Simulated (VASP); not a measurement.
Input:

```
NaCl
1.0
    0.00000     2.59790     2.59790
    2.59790     0.00000     2.59790
    2.59790     2.59790     0.00000
Na Cl
1 1
Direct
  0.00000   0.00000   0.00000
  0.50000   0.50000   0.50000
```

Method: PBEsol GGA, VASP's PBE PAW potentials (set 64) (plane waves; VASP). Run with 500 eV cut-off, 9×9×9 Γ-centred mesh, Gaussian smearing of 0.050 eV, potentials Na_pv Cl.

Problem. Predict the energy per atom (σ→0), pressure, band gap (on the k-mesh) with the smallest direct gap where there is one.

Solution. 
```json
{
  "band gap (on the k-mesh)": "6.02 eV",
  "smallest direct gap (on the k-mesh)": "6.02 eV",
  "energy per atom (σ→0)": "-326.6 kJ/mol-atom",
  "pressure": "10.05 GPa"
}
```

The absolute energy has meaning only against runs of the same code, potentials and settings.

The compound is NaCl in the rock salt structure. It was relaxed first under an external pressure of 10 GPa.
